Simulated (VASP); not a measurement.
# Sn2Bi2O (P-4m2) in VASP: notebook

Runs on Sn2Bi2O. Level: PBE. Tasks: relaxation of cell and atoms.

All numbers are computed with VASP 6.6.1; they aren't measurements. Logs are shortened: lines on timing, memory, paths and dates and some standing lists are left out, and cuts for length are marked.

### 1 Starting point

The structure is tetragonal, space group P-4m2 (No. 115). The conventional cell has a = 3.676 Å, b = 3.676 Å, c = 9.496 Å, α = 90.00°, β = 90.00°, γ = 90.00°. Around Sn (site symmetry 2mm) lie 2 O at 2.39 Å. Bi (site symmetry 2mm) is surrounded by 8 Bi at 3.30 to 3.68 Å and 4 Sn at 3.41 Å. O (site symmetry -4m2) is surrounded by 4 Sn at 2.39 Å.

The cell was built by a generator and needn't be a form met in nature.

### 2 Relaxation of cell and atoms, PBE

The input, INCAR:

```
ALGO = Normal
EDIFF = 1E-6
EDIFFG = -0.01
ENCUT = 520
GGA = PE
IBRION = 2
ISIF = 3
ISMEAR = 0
KPAR = 4
LASPH = True
LCHARG = False
LREAL = False
LWAVE = False
NELM = 120
NSW = 90
PREC = Accurate
SIGMA = 0.1
```

The input, KPOINTS:

```
k-points
0
Gamma
  8 8 4
```

The input, POSCAR:

```
Sn2Bi2O
1.0
    3.6760000000      0.0000000000      0.0000000000
    0.0000000000      3.6760000000      0.0000000000
    0.0000000000      0.0000000000      9.4960000000
Sn Bi O
2 2 1
Direct
    0.0000000000      0.5000000000      0.3398273000
    0.5000000000      0.0000000000      0.6601727000
    0.0000000000      0.5000000000      0.8929022700
    0.5000000000      0.0000000000      0.1070977300
    0.0000000000      0.0000000000      0.5000000000
```

Potentials or basis: VASP PAW PBE potentials, release 64 (Sn_d, Bi_d, O).

Command:

```console
cat potpaw_PBE.64/Sn_d/POTCAR potpaw_PBE.64/Bi_d/POTCAR potpaw_PBE.64/O/POTCAR > POTCAR
mpirun -np 4 vasp_std > vasp.out
```

OUTCAR:

```text
EDIFF = 1E-6
   EDIFFG = -0.01
   ENCUT = 520
   GGA = PE
   IBRION = 2
   ISIF = 3
   ISMEAR = 0
   LASPH = True
   LREAL = False
   NELM = 120
   NSW = 90
   PREC = Accurate

 ion  position               nearest neighbor table
   1  0.000  0.500  0.340-   5 2.39   5 2.39   4 3.41   4 3.41   4 3.41   4 3.41
   2  0.500  0.000  0.660-   5 2.39   5 2.39   3 3.41   3 3.41   3 3.41   3 3.41
   3  0.000  0.500  0.893-   4 3.30   4 3.30   4 3.30   4 3.30   2 3.41   2 3.41   2 3.41   2 3.41

   4  0.500  0.000  0.107-   3 3.30   3 3.30   3 3.30   3 3.30   1 3.41   1 3.41   1 3.41   1 3.41

   5  0.000  0.000  0.500-   1 2.39   2 2.39   1 2.39   2 2.39

  LATTYP: Found a simple tetragonal cell.
 ALAT       =     3.6760000000
 C/A-ratio  =     2.5832426551

  Lattice vectors:

 A1 = (   3.6760000000,   0.0000000000,   0.0000000000)
 A2 = (   0.0000000000,   3.6760000000,   0.0000000000)
 A3 = (   0.0000000000,   0.0000000000,   9.4960000000)

Analysis of symmetry for initial positions (statically):
=====================================================================
 Subroutine PRICEL returns:
 Original cell was already a primitive cell.

 Routine SETGRP: Setting up the symmetry group for a
 simple tetragonal supercell.

 Subroutine GETGRP returns: Found  8 space group operations
 (whereof  8 operations were pure point group operations)
 out of a pool of 16 trial point group operations.

The static configuration has the point symmetry D_2d.

Analysis of symmetry for dynamics (positions and initial velocities):
=====================================================================
 Subroutine PRICEL returns:
 Original cell was already a primitive cell.

 Routine SETGRP: Setting up the symmetry group for a
 simple tetragonal supercell.

 Subroutine GETGRP returns: Found  8 space group operations
 (whereof  8 operations were pure point group operations)
 out of a pool of 16 trial point group operations.

The dynamic configuration has the point symmetry D_2d.

 Subroutine INISYM returns: Found  8 space group operations
 (whereof  8 operations are pure point group operations),
 and found     1 'primitive' translations

----------------------------------------------------------------------------------------

                                     Primitive cell

  volume of cell :     128.3192

  direct lattice vectors                    reciprocal lattice vectors
     3.676000000  0.000000000  0.000000000     0.272034820  0.000000000  0.000000000
     0.000000000  3.676000000  0.000000000     0.000000000  0.272034820  0.000000000
     0.000000000  0.000000000  9.496000000     0.000000000  0.000000000  0.105307498

  length of vectors
     3.676000000  3.676000000  9.496000000     0.272034820  0.272034820  0.105307498

  position of ions in fractional coordinates (direct lattice)
     0.000000000  0.500000000  0.339827300
     0.500000000  0.000000000  0.660172700
     0.000000000  0.500000000  0.892902270
     0.500000000  0.000000000  0.107097730
     0.000000000  0.000000000  0.500000000

  ion indices of the primitive-cell ions
   primitive index   ion index
                 1           1
                 2           2
                 3           3
                 4           4
                 5           5

----------------------------------------------------------------------------------------

 KPOINTS: k-points

Automatic generation of k-mesh.
 Grid dimensions read from file:
 generate k-points for:    8    8    4

 Generating k-lattice:

  Cartesian coordinates                     Fractional coordinates (reciprocal lattice)
     0.034004353  0.000000000  0.000000000     0.125000000  0.000000000  0.000000000
     0.000000000  0.034004353  0.000000000     0.000000000  0.125000000  0.000000000
     0.000000000  0.000000000  0.026326874     0.000000000  0.000000000  0.250000000

  Length of vectors
     0.034004353  0.034004353  0.026326874

  Shift w.r.t. Gamma in fractional coordinates (k-lattice)
     0.000000000  0.000000000  0.000000000

 Subroutine IBZKPT returns following result:
 ===========================================

 Found     45 irreducible k-points:

 Following reciprocal coordinates:
            Coordinates               Weight
  0.000000  0.000000  0.000000      1.000000
  0.125000  0.000000  0.000000      4.000000
  0.250000  0.000000  0.000000      4.000000
  0.375000  0.000000  0.000000      4.000000
  0.500000  0.000000  0.000000      2.000000
  0.125000  0.125000  0.000000      4.000000
[... 16 lines left out ...]
  0.375000  0.125000  0.250000     16.000000
  0.500000  0.125000  0.250000      8.000000
 [... further k-points ...]
   k-points           NKPTS =     45   k-points in BZ     NKDIM =     45   number of bands    NBANDS=     38
   number of dos      NEDOS =    301   number of ions     NIONS =      5
   total plane-waves  NPLWV =  56448
   dimension x,y,z NGX =    28 NGY =   28 NGZ =   72
   dimension x,y,z NGXF=    56 NGYF=   56 NGZF=  144
   ions per type =               2   2   1
   NGX,Y,Z   is equivalent  to a cutoff of  12.66, 12.66, 12.60 a.u.
   NGXF,Y,Z  is equivalent  to a cutoff of  25.33, 25.33, 25.21 a.u.
 SYSTEM =  unknown system
   PREC   = accura    normal or accurate (medium, high low for compatibility)
   ISTART =      0    job   : 0-new  1-cont  2-samecut
   ICHARG =      2    charge: 1-file 2-atom 10-const
   ISPIN  =      1    spin polarized calculation?
   LNONCOLLINEAR =      F non collinear calculations
   LSORBIT =      F    spin-orbit coupling
   LASPH  =      T    aspherical Exc in radial PAW
   ENCUT  =  520.0 eV  38.22 Ry    6.18 a.u.   6.83  6.83 17.66*2*pi/ulx,y,z
   NELM   =    120;   NELMIN=  2; NELMDL= -5     # of ELM steps
   EDIFF  = 0.1E-05   stopping-criterion for ELM
   LREAL  =      F    real-space projection
   EDIFFG = -.1E-01   stopping-criterion for IOM
   NSW    =     90    number of steps for IOM
   IBRION =      2    ionic relax: 0-MD 1-quasi-New 2-CG
   NFREE  =      1    steps in history (QN), initial steepest desc. (CG)
   ISIF   =      3    stress and relaxation
   ISYM   =      2    0-nonsym 1-usesym 2-fastsym
   POTIM  = 0.5000    time-step for ionic-motion
   TEBEG  =    0.0;   TEEND  =   0.0 temperature during run
   PSTRESS=    0.0 pullay stress
   NELECT =      64.0000    total number of electrons
   NUPDOWN=      -1.0000    fix difference up-down
   EMIN   =  10.00;   EMAX   =-10.00  energy-range for DOS
   EFERMI =   0.00;   METHOD = LEGACY
   ISMEAR =     0;   SIGMA  =   0.10  broadening in eV -4-tet -1-fermi 0-gaus
   EFERMI_NEDOS =   21; number of points for ismear=-14 and -15
   IALGO  =     38    algorithm
   IMIX   =      4    mixing-type and parameters
     AMIX     =   0.40;   BMIX     =  1.00
     AMIX_MAG =   1.60;   BMIX_MAG =  1.00
  volume/ion in A,a.u.               =      25.66       173.19
  Fermi-wavevector in a.u.,A,eV,Ry     =   1.298288  2.453408 22.933310  1.685551
  Thomas-Fermi vector in A             =   2.429626
   LORBIT       =      0    0 simple, 1 ext, 2 COOP (PROOUT), +10 PAW based schemes
   GGA     = PE    functional components
   LHFCALC =     F    Hartree Fock is set to
   AEXX    =    0.0000 exact exchange contribution
   IVDW    =     0    specifies the selected vdW correction
   LEPSILON=     F    determine dielectric tensor
   LRPA    =     F    only Hartree local field effects (RPA)
 conjugate gradient relaxation of ions
 non-spin polarized calculation
 Gauss-broadening in eV      SIGMA  =   0.10
  energy-cutoff  :      520.00
  volume of cell :      128.32
 maximum number of plane-waves:      3492
 NGX is ok and might be reduce to    28
   NGX = 13   NGY = 13   NGZ = 35

--------------------------------------- Ionic step        1  -------------------------------------------

 number of electron      63.9999983 magnetization

 Free energy of the ion-electron system (eV)
  ---------------------------------------------------
  ext. energy  EPLUGINS =         0.00000000
  ---------------------------------------------------
  free energy    TOTEN  =       -21.66198209 eV

  energy without entropy =      -21.64422683  energy(sigma->0) =      -21.65310446

------------------------ aborting loop because EDIFF is reached ----------------------------------------

  FORCE on cell =-STRESS in cart. coord.  units (eV):
  Direction    XX          YY          ZZ          XY          YZ          ZX
  --------------------------------------------------------------------------------------
  -------------------------------------------------------------------------------------
  Total        0.6330167      0.6330167     -0.3164736      0.0000000      0.0000000      0.0000000
  in kB        7.9037650      7.9037650     -3.9514490      0.0000000      0.0000000      0.0000000
  external PRESSURE =       3.9520270 kB  Pullay stress =       0.0000000 kB
[... 63 lines left out ...]
  energy  without entropy=      -21.6884908401  energy(sigma->0) =      -21.69713257

--------------------------------------- Ionic step        3  -------------------------------------------

 number of electron      64.0000030 magnetization

 E-fermi :   7.1528     XC(G=0):  -9.9997

 val. band max:        7.1315761509   @ k =   0.3750   0.1250   0.5000
 cond. band min:       7.1558518208   @ k =   0.5000   0.5000   0.5000
 fundamental gap:      0.0242756699
 Fermi energy:         7.1527836822

 k-point     1 :       0.0000    0.0000    0.0000
  band No.  band energies     occupation
      1     -15.9237      2.00000
      2     -15.8669      2.00000
      3     -15.8666      2.00000
      4     -15.8666      2.00000
      5     -15.8625      2.00000
      6     -15.8293      2.00000
[... 973 lines left out ...]
     37       9.8508      0.00000
     38      10.9507      0.00000

 [... further k-points ...]
[... 5 lines left out ...]
  --------------------------------------------------------------------------------------
  -------------------------------------------------------------------------------------
  Total       -0.7967827     -0.7967827     -0.8152495      0.0000000      0.0000000      0.0000000
  in kB       -9.6125637     -9.6125637     -9.8353511      0.0000000      0.0000000      0.0000000
  external PRESSURE =      -9.6868262 kB  Pullay stress =       0.0000000 kB
[... 141 lines left out ...]
  energy  without entropy=      -21.7405166441  energy(sigma->0) =      -21.74881920

--------------------------------------- Ionic step        7  -------------------------------------------

 number of electron      64.0000031 magnetization

 Free energy of the ion-electron system (eV)
  ---------------------------------------------------
  ext. energy  EPLUGINS =         0.00000000
  ---------------------------------------------------
  free energy    TOTEN  =       -21.75750390 eV

  energy without entropy =      -21.74083401  energy(sigma->0) =      -21.74916896

 E-fermi :   7.3437     XC(G=0): -10.0767

 val. band max:        7.3361858044   @ k =   0.5000   0.5000   0.5000
 cond. band min:       7.3502386410   @ k =   0.5000   0.3750   0.0000
 fundamental gap:      0.0140528366
 Fermi energy:         7.3437114036

 k-point     1 :       0.0000    0.0000    0.0000
  band No.  band energies     occupation
      1     -15.7426      2.00000
      2     -15.6832      2.00000
      3     -15.6832      2.00000
      4     -15.6825      2.00000
      5     -15.6793      2.00000
      6     -15.6375      2.00000
[... 973 lines left out ...]
     37      10.0952      0.00000
     38      11.1938      0.00000

 [... further k-points ...]
[... 5 lines left out ...]
  --------------------------------------------------------------------------------------
  -------------------------------------------------------------------------------------
  Total        0.0399263      0.0399263      0.0005493      0.0000000      0.0000000      0.0000000
  in kB        0.4897432      0.4897432      0.0067375      0.0000000      0.0000000      0.0000000
  external PRESSURE =       0.3287413 kB  Pullay stress =       0.0000000 kB
[... 20 lines left out ...]
  FREE ENERGIE OF THE ION-ELECTRON SYSTEM (eV)
  ---------------------------------------------------
  free  energy   TOTEN  =       -21.7575039019 eV

  energy  without entropy=      -21.7408340082  energy(sigma->0) =      -21.74916896

 reached required accuracy - stopping structural energy minimisation
```

Wall time 4.3 min (4 MPI ranks of AMD EPYC 7R13 (Zen 3), shared host); peak memory 0.35 GiB.

What came out:

* Free energy: -21.7575 eV
* Relaxed volume: 26.12 Å³/atom
* Relaxed cell: a = 3.743 Å, b = 3.743 Å, c = 9.321 Å, α = 90.00°, β = 90.00°, γ = 90.00°
* Space group after relaxing (to 0.05 Å): P-4m2 (No. 115)
* Energy gained by relaxing: 19.1 meV/atom
* Ionic steps: 7
* Pressure after relaxing: 0.0 GPa
* Largest force after relaxing: 0.009 eV/Å
* Band gap on the k mesh: none (metal or under the smearing width)

Forces in eV/Å, atoms in the order of the input:
```
Sn   0.000  0.000  0.006
Sn   0.000  0.000 -0.006
Bi   0.000  0.000  0.009
Bi   0.000  0.000 -0.009
O    0.000  0.000  0.000
```

Step by step:
| step | energy change (eV) | largest force (eV/Å) | pressure (GPa) | volume (Å³) |
| --- | --- | --- | --- | --- |
| 1 | 0.0000 | 0.6716 | 0.40 | 128.32 |
| 2 | -0.0438 | 0.4972 | -0.05 | 129.49 |
| 3 | -0.0871 | 0.1105 | -0.97 | 132.80 |
| 4 | -0.0860 | 0.1708 | 0.98 | 128.87 |
| 5 | -0.0944 | 0.0675 | -0.06 | 130.88 |
| 6 | -0.0951 | 0.0423 | -0.04 | 130.77 |
| 7 | -0.0955 | 0.0086 | 0.03 | 130.62 |

Final structure:
```cif
data_structure
_symmetry_space_group_name_H-M 'P 1'
_symmetry_Int_Tables_number 1
_cell_length_a 3.7434
_cell_length_b 3.7434
_cell_length_c 9.3210
_cell_angle_alpha 90.000
_cell_angle_beta 90.000
_cell_angle_gamma 90.000
_cell_volume 130.62
loop_
_atom_site_label
_atom_site_type_symbol
_atom_site_fract_x
_atom_site_fract_y
_atom_site_fract_z
_atom_site_occupancy
Sn1 Sn 0.00000 0.50000 0.35326 1
Sn2 Sn 0.50000 0.00000 0.64674 1
Bi1 Bi 0.00000 0.50000 0.89404 1
Bi2 Bi 0.50000 0.00000 0.10596 1
O1 O 0.00000 0.00000 0.50000 1
```

Caveat: spin-orbit coupling is left out, which moves the levels of the heavy elements.

[end of part 1 of 2]
